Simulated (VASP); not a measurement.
# SrMg6Sb (Amm2) in VASP: core levels with PBE+D4

Aim: the core levels of SrMg6Sb with PBE+D4.

All numbers are computed with VASP 6.6.1; they aren't measurements. Logs are shortened: lines on timing, memory, paths and dates and some standing lists are left out, and cuts for length are marked.

## Step 1: The undisturbed crystal

The structure is orthorhombic, space group Amm2 (No. 38). Conventional cell: a = 5.430 Å, b = 6.451 Å, c = 11.953 Å, α = 90.00°, β = 90.00°, γ = 90.00°. Sb (site symmetry mm2) has 2 Sr at 3.23 Å and 10 Mg at 3.29 to 3.48 Å as nearest neighbours. Around Sr (site symmetry mm2) lie 2 Sb at 3.23 Å and 10 Mg at 3.37 to 3.42 Å. Mg (site symmetry mm2) has 10 Mg at 3.23 to 3.48 Å and 2 Sb at 3.42 Å as nearest neighbours. Around Mg (site symmetry mm2) lie 10 Mg at 3.19 to 3.60 Å and 2 Sr at 3.41 Å. Around Mg (site symmetry m) lie 7 Mg at 3.12 to 3.48 Å and 2 Sb at 3.29 Å and 2 Sr at 3.38 Å. Mg (site symmetry m) is surrounded by 8 Mg at 3.20 to 3.32 Å and 2 Sb at 3.31 to 3.48 Å and 2 Sr at 3.37 to 3.42 Å.

The cell comes from a database or a generator and needn't be the stable form of this composition.

## Step 2: Core levels, PBE+D4 (atoms moved at random, drawn with an rms of 0.1 Å)

Contents of INCAR:

```
ALGO     = Fast           # electronic algorithm
EDIFF    = 0.001          # SCF threshold, eV
ENCUT    = 300            # plane-wave cutoff, eV
GGA      = PE             # functional
ICORELEVEL= 1            
ISIF     = 2              # what is computed and relaxed
ISMEAR   = -1             # smearing method
IVDW     = 13             # dispersion correction
LASPH    = T              # aspherical terms in the spheres
LCHARG   = F              # write CHGCAR
LREAL    = F              # projectors in reciprocal space
LWAVE    = F              # write WAVECAR
NELM     = 100            # most SCF steps
PREC     = Accurate       # precision mode
SIGMA    = 0.05           # smearing width, eV
```

Contents of KPOINTS:

```
k-points
0
Gamma
  5 5 5
```

Contents of POSCAR:

```
SrMg6Sb
5.43
    0.999992449355      0.000000000000      0.000000000000
    0.000000000000      0.594008839779      1.100677900552
    0.000000000000     -0.594008839779      1.100677900552
Sb Sr Mg
1 1 6
Direct
    0.4931920000      0.6660620000      0.6595970000
    0.4950700000      0.1683810000      0.1748070000
   -0.0123760000      0.8456810000      0.8418490000
    0.0006680000      0.3361280000      0.3535470000
   -0.0081650000      0.3398960000      0.8106980000
   -0.0083060000      0.8226860000      0.3373900000
    0.4886940000      0.1686650000      0.6763300000
    0.4939570000      0.6761160000      0.1640840000
```

Potentials or basis: VASP PAW PBE potentials, release 64 (Sb, Sr_sv, Mg).

Command:

```sh
$ cat potpaw_PBE.64/Sb/POTCAR potpaw_PBE.64/Sr_sv/POTCAR potpaw_PBE.64/Mg/POTCAR > POTCAR
$ mpirun -np 1 vasp_std > vasp.out
```

OUTCAR:

```text
EDIFF = 0.001
   ENCUT = 300
   GGA = PE
   ISIF = 2
   ISMEAR = -1
   IVDW = 13
   LASPH = T
   LREAL = F
   NELM = 100
   PREC = Accurate

 ion  position               nearest neighbor table
   1  0.493  0.666  0.660-   2 3.19   2 3.27   6 3.27   6 3.28   5 3.29   5 3.30   7 3.32   8 3.33
                             3 3.45   8 3.46   7 3.48   3 3.49
   2  0.495  0.168  0.175-   1 3.19   1 3.27   6 3.34   6 3.37   8 3.38   7 3.38   4 3.39   5 3.40
                             7 3.41   8 3.41   5 3.43   4 3.44
   3  0.988  0.846  0.842-   4 3.16   5 3.25   8 3.25   7 3.27   7 3.28   6 3.28   4 3.29   8 3.30
                             1 3.45   1 3.49   6 3.51   5 3.56
   4  0.001  0.336  0.354-   5 3.12   3 3.16   7 3.22   6 3.25   3 3.29   8 3.30   7 3.33   8 3.36
                             2 3.39   2 3.44   6 3.55
   5  0.992  0.340  0.811-   6 3.08   4 3.12   3 3.25   7 3.26   1 3.29   7 3.29   1 3.30   6 3.37
                             2 3.40   2 3.43   3 3.56
   6  0.992  0.823  0.337-   5 3.08   4 3.25   1 3.27   3 3.28   1 3.28   8 3.31   8 3.33   2 3.34
                             5 3.37   2 3.37   3 3.51   4 3.55
   7  0.489  0.169  0.676-   8 3.16   4 3.22   5 3.26   3 3.27   3 3.28   5 3.29   8 3.29   1 3.32
                             4 3.33   2 3.38   2 3.41   1 3.48
   8  0.494  0.676  0.164-   7 3.16   3 3.25   7 3.29   4 3.30   3 3.30   6 3.31   1 3.33   6 3.33
                             4 3.36   2 3.38   2 3.41   1 3.46

  LATTYP: Found a base centered orthorhombic cell.
 ALAT       =     6.4509360000
 B/A-ratio  =     1.8529655231
 C/A-ratio  =     0.8417319595

  Lattice vectors:

 A1 = (   0.0000000000,   3.2254680000,  -5.9766810000)
 A2 = (   0.0000000000,   3.2254680000,   5.9766810000)
 A3 = (   5.4299590000,   0.0000000000,   0.0000000000)

Analysis of symmetry for initial positions (statically):
=====================================================================
 Subroutine PRICEL returns:
 Original cell was already a primitive cell.

 Routine SETGRP: Setting up the symmetry group for a
 base centered orthorhombic supercell.

 Subroutine GETGRP returns: Found  1 space group operations
 (whereof  1 operations were pure point group operations)
 out of a pool of  8 trial point group operations.

The static configuration has the point symmetry C_1 .

Analysis of symmetry for dynamics (positions and initial velocities):
=====================================================================
 Subroutine PRICEL returns:
 Original cell was already a primitive cell.

 Routine SETGRP: Setting up the symmetry group for a
 base centered orthorhombic supercell.

 Subroutine GETGRP returns: Found  1 space group operations
 (whereof  1 operations were pure point group operations)
 out of a pool of  8 trial point group operations.

The dynamic configuration has the point symmetry C_1 .

 Subroutine INISYM returns: Found  1 space group operations
 (whereof  1 operations are pure point group operations),
 and found     1 'primitive' translations

----------------------------------------------------------------------------------------

                                     Primitive cell

  volume of cell :     209.3531

  direct lattice vectors                    reciprocal lattice vectors
     5.429959000  0.000000000  0.000000000     0.184163453  0.000000000  0.000000000
     0.000000000  3.225468000  5.976681000     0.000000000  0.155016264  0.083658472
     0.000000000 -3.225468000  5.976681000     0.000000000 -0.155016264  0.083658472

  length of vectors
     5.429959000  6.791491706  6.791491706     0.184163453  0.176149885  0.176149885

  position of ions in fractional coordinates (direct lattice)
     0.493192000  0.666062000  0.659597000
     0.495070000  0.168381000  0.174807000
     0.987624000  0.845681000  0.841849000
     0.000668000  0.336128000  0.353547000
     0.991835000  0.339896000  0.810698000
     0.991694000  0.822686000  0.337390000
     0.488694000  0.168665000  0.676330000
     0.493957000  0.676116000  0.164084000

  ion indices of the primitive-cell ions
   primitive index   ion index
                 1           1
                 2           2
                 3           3
                 4           4
                 5           5
                 6           6
                 7           7
                 8           8

----------------------------------------------------------------------------------------

 KPOINTS: k-points

Automatic generation of k-mesh.
 Grid dimensions read from file:
 generate k-points for:    5    5    5

 Generating k-lattice:

  Cartesian coordinates                     Fractional coordinates (reciprocal lattice)
     0.036832691  0.000000000  0.000000000     0.200000000  0.000000000  0.000000000
     0.000000000  0.031003253  0.016731694     0.000000000  0.200000000  0.000000000
     0.000000000 -0.031003253  0.016731694     0.000000000  0.000000000  0.200000000

  Length of vectors
     0.036832691  0.035229977  0.035229977

  Shift w.r.t. Gamma in fractional coordinates (k-lattice)
     0.000000000  0.000000000  0.000000000

 Subroutine IBZKPT returns following result:
 ===========================================

 Found     63 irreducible k-points:

 Following reciprocal coordinates:
            Coordinates               Weight
  0.000000  0.000000  0.000000      1.000000
  0.200000  0.000000  0.000000      2.000000
  0.400000  0.000000  0.000000      2.000000
  0.000000  0.200000  0.000000      2.000000
  0.000000 -0.000000 -0.200000      2.000000
  0.200000  0.200000  0.000000      2.000000
[... 16 lines left out ...]
 -0.400000  0.000000  0.400000      2.000000
  0.000000  0.200000  0.200000      2.000000
 [... further k-points ...]
   k-points           NKPTS =     63   k-points in BZ     NKDIM =     63   number of bands    NBANDS=     18
   number of dos      NEDOS =    301   number of ions     NIONS =      8
   total plane-waves  NPLWV =  51200
   dimension x,y,z NGX =    32 NGY =   40 NGZ =   40
   dimension x,y,z NGXF=    64 NGYF=   80 NGZF=   80
   ions per type =               1   1   6
   NGX,Y,Z   is equivalent  to a cutoff of   9.80,  9.79,  9.79 a.u.
   NGXF,Y,Z  is equivalent  to a cutoff of  19.59, 19.58, 19.58 a.u.
 SYSTEM =  unknown system
   PREC   = accura    normal or accurate (medium, high low for compatibility)
   ISTART =      0    job   : 0-new  1-cont  2-samecut
   ICHARG =      2    charge: 1-file 2-atom 10-const
   ISPIN  =      1    spin polarized calculation?
   LNONCOLLINEAR =      F non collinear calculations
   LSORBIT =      F    spin-orbit coupling
   LASPH  =      T    aspherical Exc in radial PAW
   ENCUT  =  300.0 eV  22.05 Ry    4.70 a.u.   7.67  9.59  9.59*2*pi/ulx,y,z
   NELM   =    100;   NELMIN=  2; NELMDL= -5     # of ELM steps
   EDIFF  = 0.1E-02   stopping-criterion for ELM
   LREAL  =      F    real-space projection
   EDIFFG = 0.1E-01   stopping-criterion for IOM
   NSW    =      0    number of steps for IOM
   IBRION =     -1    ionic relax: 0-MD 1-quasi-New 2-CG
   NFREE  =      0    steps in history (QN), initial steepest desc. (CG)
   ISIF   =      2    stress and relaxation
   ISYM   =      2    0-nonsym 1-usesym 2-fastsym
   POTIM  = 0.5000    time-step for ionic-motion
   TEBEG  =    0.0;   TEEND  =   0.0 temperature during run
   PSTRESS=    0.0 pullay stress
   NELECT =      27.0000    total number of electrons
   NUPDOWN=      -1.0000    fix difference up-down
   EMIN   =  10.00;   EMAX   =-10.00  energy-range for DOS
   EFERMI =   0.00;   METHOD = LEGACY
   ISMEAR =    -1;   SIGMA  =   0.05  broadening in eV -4-tet -1-fermi 0-gaus
   EFERMI_NEDOS =   21; number of points for ismear=-14 and -15
   IALGO  =     68    algorithm
   IMIX   =      4    mixing-type and parameters
     AMIX     =   0.40;   BMIX     =  1.00
     AMIX_MAG =   1.60;   BMIX_MAG =  1.00
  volume/ion in A,a.u.               =      26.17       176.60
  Fermi-wavevector in a.u.,A,eV,Ry     =   0.827122  1.563034  9.308167  0.684131
  Thomas-Fermi vector in A             =   1.939272
   LORBIT       =      0    0 simple, 1 ext, 2 COOP (PROOUT), +10 PAW based schemes
   GGA     = PE    functional components
   LHFCALC =     F    Hartree Fock is set to
   AEXX    =    0.0000 exact exchange contribution
   IVDW    =    13    specifies the selected vdW correction
   LEPSILON=     F    determine dielectric tensor
   LRPA    =     F    only Hartree local field effects (RPA)
 non-spin polarized calculation
 RMM-DIIS sequential band-by-band and
  energy-cutoff  :      300.00
  volume of cell :      209.35
 maximum number of plane-waves:      2493
   NGX = 15   NGY = 19   NGZ = 19

 number of electron      27.0000000 magnetization

 Free energy of the ion-electron system (eV)
  ---------------------------------------------------
  ext. energy  EPLUGINS =         0.00000000
  ---------------------------------------------------
  free energy    TOTEN  =       -15.43119809 eV

  energy without entropy =      -15.39683574  energy(sigma->0) =      -15.41401691

 the core state eigenenergies are
   1-  1s -30289.8889  2s  -4601.8293  2p  -4129.9388  3s   -895.5386  3p   -741.7918
       3d   -507.3643  4s   -140.5786  4p    -93.5494  4d    -25.3503
   2-  1s -15926.3601  2s  -2148.9084  2p  -1908.3006  3s   -324.9567  3p   -247.3272
       3d   -119.2201
   3-  1s  -1253.1907  2s    -73.3620  2p    -40.1208
   4-  1s  -1252.4211  2s    -72.7839  2p    -39.5386
   5-  1s  -1252.8144  2s    -73.1080  2p    -39.8651
   6-  1s  -1252.8110  2s    -73.1055  2p    -39.8626
   7-  1s  -1252.5772  2s    -72.8986  2p    -39.6546
   8-  1s  -1252.6154  2s    -72.9242  2p    -39.6806

 E-fermi :   3.1697     XC(G=0):  -8.6089

 val. band max:        3.1528530610   @ k =   0.0000  -0.0000  -0.4000
 cond. band min:       3.1745541783   @ k =   0.0000   0.4000   0.0000
 fundamental gap:      0.0217011173
 Fermi energy:         3.1697350180

 k-point     1 :       0.0000    0.0000    0.0000
  band No.  band energies     occupation
      1     -32.1541      2.00000
      2     -14.2895      2.00000
      3     -14.2870      2.00000
      4     -14.2568      2.00000
      5      -6.2269      2.00000
      6      -1.9209      2.00000
[... 10 lines left out ...]
     17       4.5107      0.00000
     18       4.6790      0.00000

 k-point     2 :       0.2000    0.0000    0.0000
  band No.  band energies     occupation
      1     -32.1540      2.00000
      2     -14.2945      2.00000
      3     -14.2865      2.00000
      4     -14.2563      2.00000
      5      -6.1578      2.00000
      6      -1.9603      2.00000
[... 10 lines left out ...]
     17       4.0004      0.00000
     18       4.1478      0.00000

 k-point     3 :       0.4000    0.0000    0.0000
  band No.  band energies     occupation
      1     -32.1539      2.00000
      2     -14.3023      2.00000
      3     -14.2857      2.00000
      4     -14.2555      2.00000
      5      -6.0344      2.00000
      6      -2.1787      2.00000
[... 202 lines left out ...]
 k-point    13 :      -0.4000    0.0000    0.2000
  band No.  band energies     occupation
      1     -32.1540      2.00000
      2     -14.3020      2.00000
      3     -14.2892      2.00000
      4     -14.2558      2.00000
      5      -5.9515      2.00000
      6      -2.0415      2.00000
[... 10 lines left out ...]
     17       4.2662      0.00000
     18       5.1345      0.00000

 k-point    14 :       0.0000    0.4000    0.0000
  band No.  band energies     occupation
      1     -32.1542      2.00000
      2     -14.2964      2.00000
      3     -14.2891      2.00000
      4     -14.2574      2.00000
      5      -5.9783      2.00000
      6      -2.0802      2.00000

------------------------ aborting loop because EDIFF is reached ----------------------------------------

  DFT-D4 for vdW energy calculation

  Edisp (eV):   -1.46946

  FORCE on cell =-STRESS in cart. coord.  units (eV):
  Direction    XX          YY          ZZ          XY          YZ          ZX
  --------------------------------------------------------------------------------------
  -------------------------------------------------------------------------------------
  Total      -2.92210    -0.86922    -1.04517     0.00262    -0.01239    -0.19503
  in kB     -22.36283    -6.65217    -7.99869     0.02006    -0.09482    -1.49254
  external pressure =      -12.34 kB  Pullay stress =        0.00 kB

 VOLUME and BASIS-vectors are now :
 -----------------------------------------------------------------------------
  energy-cutoff  :      300.00
  volume of cell :      209.35
      direct lattice vectors                 reciprocal lattice vectors
     5.429959000  0.000000000  0.000000000     0.184163453  0.000000000  0.000000000
     0.000000000  3.225468000  5.976681000     0.000000000  0.155016264  0.083658472
     0.000000000 -3.225468000  5.976681000     0.000000000 -0.155016264  0.083658472

 POSITION                                       TOTAL-FORCE (eV/Angst)
 -----------------------------------------------------------------------------------
      2.67801      0.02085      7.92304        -0.000022     -0.201784     -0.038089
      2.68821     -0.02073      2.05113        -0.008199      0.245131      0.171954
      5.36276      0.01236     10.08583         0.021619     -0.084415     -0.038674
      0.00363     -0.05618      4.12197        -0.093876      0.173446      0.018063
      5.38562     -1.51856      6.87673         0.010260     -0.143427      0.066745
      5.38486      1.56531      6.93340         0.038075      0.038681     -0.098070
      2.65359     -1.63746      5.05027         0.045682      0.145727     -0.052031
      2.68217      1.65154      5.02161        -0.013540     -0.173360     -0.029898
 -----------------------------------------------------------------------------------
    total drift:                               -0.000408     -0.002470      0.000169

  FREE ENERGIE OF THE ION-ELECTRON SYSTEM (eV)
  ---------------------------------------------------
  free  energy   TOTEN  =       -16.9006558153 eV

  energy  without entropy=      -16.8662934709  energy(sigma->0) =      -16.88347464
```

It took 58 s on 1 thread of Intel Xeon Platinum 8488C (Sapphire Rapids), shared host; peak memory 0.29 GiB.

The run converged, but some of its settings lie outside the range that counts as converged (typed here: ENCUT = 300; EDIFF = 0.001), so its numbers aren't taken as properties of the crystal.

Results:

```yaml
Free_energy: -16.9007 eV
Pressure: -1.2 GPa
Largest_force: 0.300 eV/Å
Band_gap_on_the_k_mesh: none (metal or under the smearing width)
Dispersion_energy_per_atom: -0.184 eV
```

Caveat: pairwise dispersion overbinds metals, which lowers pressure and volume.
